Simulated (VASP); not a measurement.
Level of theory: PBEsol GGA, VASP's PBE PAW potentials (set 64) (plane waves; VASP 6.6.1).

VASP ran on this input.

**INCAR**
```
# general
SYSTEM   = GaP
PREC     = Accurate
ENCUT    = 400   # plane-wave cut-off (eV)
LREAL    = .FALSE.
LASPH    = .TRUE.   # aspherical one-centre terms

# electronic loop
EDIFF    = 1E-8
NELM     = 100
ALGO     = Normal
LMAXMIX  = 4   # l cut-off of mixed one-centre charges

# smearing
ISMEAR   = 0   # Gaussian
SIGMA    = 0.01   # width (eV)

# functional
GGA      = PS   # PBEsol

# ions
IBRION   = 8
NSW      = 1   # most ionic steps

# output
LWAVE    = .FALSE.
LCHARG   = .FALSE.

# other
LEPSILON = .TRUE.
```

**POSCAR**
```
GaP
2.7164460
  0.0000000000   0.9999999023   0.9999999023
  0.9999999023   0.0000000000   0.9999999023
  0.9999999023   0.9999999023   0.0000000000
Ga P
1 1
Direct
  0.0000000000   0.0000000000   0.0000000000
  0.2500000000   0.2500000000   0.2500000000
```

File KPOINTS:
```
kpoints
0
G
 12 12 12
```

POTCAR, in this order: Ga_d P (PBE.64 set). Program: vasp_std.

What VASP printed:

### OUTCAR
```


 HEAD OF MICROSCOPIC STATIC DIELECTRIC TENSOR (INDEPENDENT PARTICLE, excluding Hartree and local field effects)
 ------------------------------------------------------
          11.327073     0.000000     0.000000
           0.000000    11.327073     0.000000
          -0.000000     0.000000    11.327073
 ------------------------------------------------------

 MACROSCOPIC STATIC DIELECTRIC TENSOR (including local field effects in DFT)
 ------------------------------------------------------
          10.693331     0.000000     0.000000
          -0.000000    10.693331    -0.000000
          -0.000000     0.000000    10.693331
 ------------------------------------------------------

 PIEZOELECTRIC TENSOR (including local field effects)  for field in x, y, z        (e  Angst)
          XX          YY          ZZ          XY          YZ          ZX
  --------------------------------------------------------------------------------
  x     0.00000     0.00000     0.00000     0.00000    -1.95818     0.00000
  y     0.00000    -0.00000     0.00000     0.00000     0.00000    -1.95818
  z    -0.00000     0.00000     0.00000    -1.95818     0.00000     0.00000

 PIEZOELECTRIC TENSOR (including local field effects)  for field in x, y, z        (C/m^2)
          XX          YY          ZZ          XY          YZ          ZX
  --------------------------------------------------------------------------------
  x     0.00000     0.00000     0.00000     0.00000    -0.78258     0.00000
  y     0.00000    -0.00000     0.00000     0.00000     0.00000    -0.78258
  z    -0.00000     0.00000     0.00000    -0.78258     0.00000     0.00000

 BORN EFFECTIVE CHARGES (including local field effects) (in |e|, cummulative output)
 ---------------------------------------------------------------------------------
 ion    1
    1     2.12656    -0.00000     0.00000
    2     0.00000     2.12656     0.00000
    3    -0.00000    -0.00000     2.12656
 ion    2
    1    -2.12656     0.00000    -0.00000
    2    -0.00000    -2.12656    -0.00000
    3     0.00000     0.00000    -2.12656
```
(Selected blocks of OUTCAR.)

The dielectric response may not be converged in the k-mesh; for small gaps it tends to come out too large.

The compound is GaP in the zinc blende structure. It was relaxed first.
